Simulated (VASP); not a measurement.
Computed with PBE GGA with D3 dispersion (Becke-Johnson damping), VASP's PBE PAW potentials (set 64) (plane waves; VASP).

VASP input:

File KPOINTS:
```
Automatic
0
Gamma
 11 11 11
```

File POSCAR:
```
RuAl
1
    2.9900000000     0.0000000000     0.0000000000
    0.0000000000     2.9900000000     0.0000000000
    0.0000000000     0.0000000000     2.9900000000
Al Ru
1 1
Direct
  0.5000000000   0.5000000000   0.5000000000
  0.0000000000   0.0000000000   0.0000000000
```

INCAR:
```
# general
SYSTEM   =  RuAl
PREC     =  Accurate
ENCUT    =  520
LREAL    =  .FALSE.
LASPH    =  .TRUE.

# electronic loop
EDIFF    =  1E-6
NELM     =  100
ALGO     =  Normal
LMAXMIX  =  4

# smearing
ISMEAR   =  1
SIGMA    =  0.1

# functional
GGA      =  PE
IVDW     =  12

# ions
IBRION   =  2
NSW      =  60
ISIF     =  3
EDIFFG   =  -0.01

# output
LWAVE    =  .FALSE.
LCHARG   =  .FALSE.
```

POTCAR, in this order: Al Ru_pv (PBE.64 set). Program: vasp_std.

What VASP printed:

OSZICAR:
```
       N       E                     dE             d eps       ncg     rms          rms(c)
DAV:   1     0.115348922263E+03    0.11535E+03   -0.93982E+03  1352   0.133E+03
DAV:   2    -0.124947048769E+02   -0.12784E+03   -0.12331E+03  1460   0.351E+02
DAV:   3    -0.148954306540E+02   -0.24007E+01   -0.23214E+01  1616   0.491E+01
DAV:   4    -0.149207351628E+02   -0.25305E-01   -0.25292E-01  1496   0.488E+00
DAV:   5    -0.149214014936E+02   -0.66633E-03   -0.66631E-03  1692   0.721E-01    0.123E+01
DAV:   6    -0.143332406621E+02    0.58816E+00   -0.36480E+00  1416   0.219E+01    0.240E+00
DAV:   7    -0.142629427766E+02    0.70298E-01   -0.27391E-01  1412   0.626E+00    0.206E+00
DAV:   8    -0.142472799886E+02    0.15663E-01   -0.17205E-02  1464   0.127E+00    0.207E-01
DAV:   9    -0.142471755693E+02    0.10442E-03   -0.23589E-04  1628   0.146E-01    0.130E-01
DAV:  10    -0.142471720376E+02    0.35317E-05   -0.32292E-05  1620   0.760E-02    0.808E-03
DAV:  11    -0.142471708389E+02    0.11987E-05   -0.16951E-06   976   0.175E-02    0.482E-03
DAV:  12    -0.142471703014E+02    0.53745E-06   -0.98425E-08   736   0.370E-03
   1 F= -.15278771E+02 E0= -.15278333E+02  d E =-.152788E+02
       N       E                     dE             d eps       ncg     rms          rms(c)
DAV:   1    -0.148361625732E+02   -0.58899E+00   -0.97291E+00  1380   0.441E+01    0.812E+00
DAV:   2    -0.142356629811E+02    0.60050E+00   -0.35630E+00  1396   0.227E+01    0.281E+00
DAV:   3    -0.141921184895E+02    0.43544E-01   -0.16385E-01  1392   0.485E+00    0.864E-01
DAV:   4    -0.141915141426E+02    0.60435E-03   -0.17939E-02  1388   0.108E+00    0.193E-01
DAV:   5    -0.141916160305E+02   -0.10189E-03   -0.21121E-04  1640   0.137E-01    0.125E-01
DAV:   6    -0.141917023595E+02   -0.86329E-04   -0.70554E-05  1468   0.748E-02    0.175E-02
DAV:   7    -0.141917041861E+02   -0.18265E-05   -0.24810E-06  1616   0.163E-02    0.598E-03
DAV:   8    -0.141917033740E+02    0.81209E-06   -0.72296E-08   688   0.332E-03
   2 F= -.15271014E+02 E0= -.15270559E+02  d E =0.775733E-02
       N       E                     dE             d eps       ncg     rms          rms(c)
DAV:   1    -0.144813059345E+02   -0.28960E+00   -0.36967E+00  1376   0.276E+01    0.419E+00
DAV:   2    -0.142615855658E+02    0.21972E+00   -0.15418E+00  1408   0.148E+01    0.152E+00
DAV:   3    -0.142341065777E+02    0.27479E-01   -0.87423E-02  1404   0.350E+00    0.317E-01
DAV:   4    -0.142339095770E+02    0.19700E-03   -0.70349E-03  1396   0.577E-01    0.854E-02
DAV:   5    -0.142339575926E+02   -0.48016E-04   -0.36198E-04  1600   0.222E-01    0.563E-02
DAV:   6    -0.142339815390E+02   -0.23946E-04   -0.38029E-05  1512   0.675E-02    0.110E-02
DAV:   7    -0.142339817707E+02   -0.23172E-06   -0.30646E-06  1572   0.174E-02
   3 F= -.15283845E+02 E0= -.15283400E+02  d E =-.507364E-02
```

**OUTCAR**
```
------------------------ aborting loop because EDIFF is reached ----------------------------------------
 Edisp (eV)   -1.04986
  FORCE on cell =-STRESS in cart. coord.  units (eV):
  Direction    XX          YY          ZZ          XY          YZ          ZX
  --------------------------------------------------------------------------------------
  Total      -0.00370    -0.00370    -0.00370     0.00000     0.00000    -0.00000
  in kB      -0.22538    -0.22538    -0.22538     0.00000     0.00000    -0.00000
  external pressure =       -0.23 kB  Pullay stress =        0.00 kB
  volume of cell :       26.29
      direct lattice vectors                 reciprocal lattice vectors
     2.973303357  0.000000000  0.000000000     0.336326261 -0.000000000 -0.000000000
     0.000000000  2.973303357  0.000000000    -0.000000000  0.336326261  0.000000000
     0.000000000 -0.000000000  2.973303357    -0.000000000 -0.000000000  0.336326261
 POSITION                                       TOTAL-FORCE (eV/Angst)
 -----------------------------------------------------------------------------------
      1.48665      1.48665      1.48665         0.000000      0.000000      0.000000
      0.00000      0.00000      0.00000        -0.000000     -0.000000      0.000000
 -----------------------------------------------------------------------------------
    total drift:                                0.000000      0.000000      0.000000
  FREE ENERGIE OF THE ION-ELECTRON SYSTEM (eV)
  ---------------------------------------------------
  free  energy   TOTEN  =       -15.2838451008 eV

  energy  without entropy=      -15.2825092962  energy(sigma->0) =      -15.28339983

 reached required accuracy - stopping structural energy minimisation
```
(Selected blocks of OUTCAR.)

**CONTCAR**
```
RuAl
   1.00000000000000
     2.9733033571659857    0.0000000000000000    0.0000000000000000
     0.0000000000000000    2.9733033571659857    0.0000000000000000
     0.0000000000000000   -0.0000000000000000    2.9733033571659857
  Al              Ru
     1     1
Direct
     0.5000000000000000    0.5000000000000000    0.5000000000000000
     0.0000000000000000    0.0000000000000000    0.0000000000000000
```

The compound is RuAl in the CsCl type structure. This run relaxes it. Symmetry was kept, so distortions that lower it aren't found. The electron count is odd and the run is not spin-polarised, which forces a metal.
